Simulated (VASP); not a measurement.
Consider the following.

Space group Fm-3m (No. 225); a = b = c = 4.9254 Å, α = β = γ = 90.00°

```tsv
atom	site	symmetry	x	y	z
Gd	4a	m-3m	0.0000	0.0000	0.0000
N	4b	m-3m	0.5000	0.5000	0.5000
```
(The calculation used a cell of 2 atoms; values per cell refer to that cell.)

These are PBEsol GGA, VASP's PBE PAW potentials (set 64) (plane waves; VASP) values and carry that method's errors. Run with 600 eV cut-off, 12×12×12 Γ-centred mesh, first-order Methfessel-Paxton smearing of 0.10 eV, potentials Gd_3 N.

The 4f electrons are frozen in the core of the lanthanide potential, so 4f levels, which can set the real gap, and their magnetism are missing.

Each relaxation starts from this cell; other phases were not tried.

Task: The cell is relaxed at 5 GPa. What happens?

Result: The volume per atom goes from 14.94 to 14.51 Å³ (-2.8 %), and the cell becomes a = b = c = 4.8786 Å, α = β = γ = 90.00°, space group Fm-3m.

Task: The cell is relaxed at 20 GPa. What happens?

Result: The volume per atom goes from 14.94 to 13.54 Å³ (-9.3 %), and the cell becomes a = 4.7675 Å, b = 4.7675 Å, c = 4.7675 Å, α = 90.00°, β = 90.00°, γ = 90.00°, space group Fm-3m.

Failed runs are left out, and for metals the shear rows, which the mesh's noise covers.

The compound is GdN in the rock salt structure.
